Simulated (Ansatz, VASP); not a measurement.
# Ge9H5 (Ge wire along [110], 36 atoms a period, H-terminated): VASP beside Ansatz, part 2 of 2

Aim: how closely do two programs agree when they are given the same cell, functional and k mesh? The structure shown is the start of the Ansatz relaxation below; VASP solves that cell, so the two are compared at the walk's first step.

VASP 6.6.1 and Ansatz 0.2.0.

So far: Set-up; Ansatz: relaxation, PBE.

## (3) VASP: single point, PBE, start cell

Level of this step: PBE; plane waves and PAW (H, Ge_d) (VASP).

The same cell, functional, mesh and smearing now go to VASP, with its own data sets.

Lines of VASP's logs that name or quote its potential files are left out, and so is its time.

File INCAR:

```
SYSTEM = Ge9H5
PREC = Accurate
ENCUT = 410
EDIFF = 1E-06
NELM = 120
ISMEAR = -1
SIGMA = 0.05
LREAL = Auto
ALGO = Normal
GGA = PE
NBANDS = 304
LORBIT = 11
LWAVE = .FALSE.
LCHARG = .FALSE.
ISIF = 2
LASPH = .TRUE.
GGA_COMPAT = .FALSE.
EFERMI = MIDGAP
KPAR = 8
```

File POSCAR:

```
Ge9H5
1.0
   24.4410000000      0.0000000000      0.0000000000
    0.0000000000     23.6030000000      0.0000000000
    0.0000000000      0.0000000000      4.0729350000
H Ge
20 36
Direct
    0.1980211121      0.6833795280      0.0000000000
    0.1980211121      0.4028895903      0.0000000000
    0.4336906837      0.8559395840      0.0000000000
    0.4484745305      0.1440494852      0.0000000000
    0.6841441021      0.1440494852      0.0000000000
    0.2569385050      0.2842944541      0.1872686404
    0.8608962808      0.5431345592      0.1872686404
    0.1391037192      0.5431345592      0.3127314823
    0.7430614950      0.2842944541      0.3127314823
    0.3158558979      0.1440494852      0.5000001228
    0.3158558979      0.7696595772      0.5000001228
    0.5515254695      0.1440494852      0.5000001228
    0.5663093163      0.8559395840      0.5000001228
    0.8019788879      0.6833795280      0.5000001228
    0.8019788879      0.4028895903      0.5000001228
    0.1391037192      0.5431345592      0.6872685177
    0.7430614950      0.2842944541      0.6872685177
    0.2569385050      0.2842944541      0.8127313596
    0.8608962808      0.5431345592      0.8127313596
    0.6841441021      0.7696595772      0.0000000000
    0.2348717319      0.4568545100      0.0000000000
    0.4116239106      0.3705745032      0.0000000000
    0.4116239106      0.7156946151      0.0000000000
    0.4705413035      0.2842944541      0.0000000000
    0.4705413035      0.4568545100      0.0000000000
    0.6472934823      0.3705745032      0.0000000000
    0.6472934823      0.7156946151      0.0000000000
    0.7062108752      0.2842944541      0.0000000000
    0.7062108752      0.4568545100      0.0000000000
    0.2937891248      0.2842944541      0.5000001228
    0.2937891248      0.6294145659      0.5000001228
    0.2937891248      0.4568545100      0.5000001228
    0.3527065177      0.1980144473      0.5000001228
    0.3527065177      0.3705745032      0.5000001228
    0.3527065177      0.5431345592      0.5000001228
    0.3527065177      0.7156946151      0.5000001228
    0.5294586965      0.2842944541      0.5000001228
    0.5294586965      0.6294145659      0.5000001228
    0.5294586965      0.4568545100      0.5000001228
    0.5294586965      0.8019746219      0.5000001228
    0.5883760894      0.1980144473      0.5000001228
    0.5883760894      0.3705745032      0.5000001228
    0.5883760894      0.5431345592      0.5000001228
    0.5883760894      0.7156946151      0.5000001228
    0.7651282681      0.6294145659      0.5000001228
    0.7651282681      0.4568545100      0.5000001228
    0.8240456610      0.5431345592      0.5000001228
    0.1759543390      0.5431345592      0.0000000000
    0.2348717319      0.6294145659      0.0000000000
    0.4116239106      0.1980144473      0.0000000000
    0.4116239106      0.5431345592      0.0000000000
    0.4705413035      0.6294145659      0.0000000000
    0.4705413035      0.8019746219      0.0000000000
    0.6472934823      0.1980144473      0.0000000000
    0.6472934823      0.5431345592      0.0000000000
    0.7062108752      0.6294145659      0.0000000000
```

File KPOINTS:

```
Automatic mesh
0
Gamma
1 1 20
0 0 0
```

The projector-augmented-wave data sets are H and Ge_d (PBE family, release 64).

Run with:

```console
mpirun -np 8 vasp_std
```

Numbers of over 12 decimals in the logs are rounded to 6 here.

Output:

```text
[banner, memory and clock lines left out]
running    8 mpi-ranks, on    1 nodes
[...]
|                                                                             |
|           W    W    AA    RRRRR   N    N  II  N    N   GGGG   !!!           |
|           W    W   A  A   R    R  NN   N  II  NN   N  G    G  !!!           |
|           W    W  A    A  R    R  N N  N  II  N N  N  G       !!!           |
|           W WW W  AAAAAA  RRRRR   N  N N  II  N  N N  G  GGG   !            |
|           WW  WW  A    A  R   R   N   NN  II  N   NN  G    G                |
|           W    W  A    A  R    R  N    N  II  N    N   GGGG   !!!           |
|                                                                             |
|     For optimal performance we recommend to set                             |
|       NCORE = 2 up to number-of-cores-per-socket                            |
|     NCORE specifies how many cores store one orbital (NPAR=cpu/NCORE).      |
|     This setting can greatly improve the performance of VASP for DFT.       |
|     The default, NCORE=1 might be grossly inefficient on modern             |
|     multi-core architectures or massively parallel machines. Do your        |
|     Unfortunately you need to use the default for GW and RPA                |
|     calculations (for HF NCORE is supported but not extensively tested      |
|     yet).                                                                   |
|                                                                             |

 LDA part: xc-table for (Slater+PW92), standard interpolation
 POSCAR, INCAR and KPOINTS ok, starting setup
[...]
entering main loop
       N       E                     dE             d eps       ncg     rms          rms(c)
DAV:   1     0.645160060077E+04    0.64516E+04   -0.22203E+05  7320   0.273E+03
DAV:   2     0.114899391701E+04   -0.53026E+04   -0.51728E+04  8272   0.662E+02
DAV:   3    -0.965143521496E+02   -0.12455E+04   -0.12015E+04  9072   0.236E+02
DAV:   4    -0.225281788831E+03   -0.12877E+03   -0.12737E+03  7744   0.832E+01
[...]
DAV:  27    -0.224968506286E+03   -0.33965E-05   -0.20419E-07  4472   0.206E-03    0.145E-04
DAV:  28    -0.224968507693E+03   -0.14075E-05   -0.10245E-07  4440   0.195E-03    0.114E-04
DAV:  29    -0.224968508156E+03   -0.46290E-06   -0.37171E-08  4272   0.130E-03
   1 F= -.22496851E+03 E0= -.22496850E+03  d E =-.119605E-04
```

OUTCAR, selected parts (step 3):

```text
  Total      -10.3181125    -10.8981587     -0.6358184      0.0000000      0.0000000      0.0000000
  in kB       -7.0358599     -7.4313900     -0.4335608      0.0000000      0.0000000      0.0000000
  external PRESSURE =      -4.9669369 kB  Pullay stress =       0.0000000 kB

 POSITION                                       TOTAL-FORCE (eV/Angst)
 -----------------------------------------------------------------------------------
      4.83983     16.12981      0.00000         0.047705     -0.046810      0.000000
      4.83983      9.50940      0.00000         0.046507      0.045881      0.000000
     10.59983     20.20274      0.00000         0.011711     -0.057949      0.000000
     10.96117      3.40000      0.00000        -0.051371      0.077095      0.000000
     16.72117      3.40000      0.00000        -0.034965      0.047599      0.000000
      6.27983      6.71020      0.76273         0.072702      0.001302      0.360815
     21.04117     12.81961      0.76273        -0.056849     -0.004748      0.343867
      3.39983     12.81961      1.27373         0.056849     -0.004748     -0.343867
     18.16117      6.71020      1.27373        -0.072702      0.001302     -0.360815
      7.71983      3.40000      2.03647         0.034965      0.047599      0.000000
      7.71983     18.16628      2.03647         0.030520     -0.039515      0.000000
     13.47983      3.40000      2.03647         0.051371      0.077095      0.000000
     13.84117     20.20274      2.03647        -0.011711     -0.057949      0.000000
     19.60117     16.12981      2.03647        -0.047705     -0.046810      0.000000
[...]
-----------------------------------------------------------------------------------
    total drift:                                0.003389     -0.003476     -0.005059

  FREE ENERGIE OF THE ION-ELECTRON SYSTEM (eV)
  ---------------------------------------------------
  free  energy   TOTEN  =      -224.9685081561 eV

  energy  without entropy=     -224.9684961957  energy(sigma->0) =     -224.96850218

[... 2 further parts left out ...]
```

## (4) Side by side

Known differences besides the potentials themselves: the cutoff is 420 eV in Ansatz and 410 eV in VASP (PREC = Accurate, projectors in real space). Total energies have different zeros and are not compared.

Forces on 7 of the 56 atoms, those with the largest forces and the largest differences (eV/Å; atoms numbered as in POSCAR):

```
atom          Ansatz x, y, z            VASP x, y, z
  H6     0.061, 0.001, 0.340     0.073, 0.001, 0.361
  H8   0.045, -0.005, -0.324   0.057, -0.005, -0.344
  H9   -0.061, 0.001, -0.340   -0.073, 0.001, -0.361
 H16    0.045, -0.005, 0.324    0.057, -0.005, 0.344
 H17    -0.061, 0.001, 0.340    -0.073, 0.001, 0.361
 H18    0.061, 0.001, -0.340    0.073, 0.001, -0.361
 H19  -0.045, -0.005, -0.324  -0.057, -0.005, -0.344
```

The forces differ by 9.2 meV/Å r.m.s., which is 7.9 % of the r.m.s. force of 0.116 eV/Å (both taken over all components).

## (5) What came out

```json
{"r.m.s. force difference (single point, PBE, start cell)": "9.2 meV/Å"}
```

What this shows: The r.m.s. force difference is 9.2 meV/Å (single point, PBE, start cell), within the 12 meV/Å picked in this series as the mark of a large difference. VASP runs on this material, other cells of it included, that failed, so that no pair exists: single point, PBE (timeout). How closely two codes agree says nothing of how well the functional describes the real material.

[Lines on the potential files, build, host, timing and source positions are cut from VASP's logs without a mark.]

[Logs are printed without paths, hosts, clocks, repeated set-up lines and the standing remarks that a program may print on its own settings, such as how far it seeks lower states.]

[Hosts, paths, dates, database ids (printed as entryN), source tags and the programs' standing remarks are cut or masked in the printed files.]
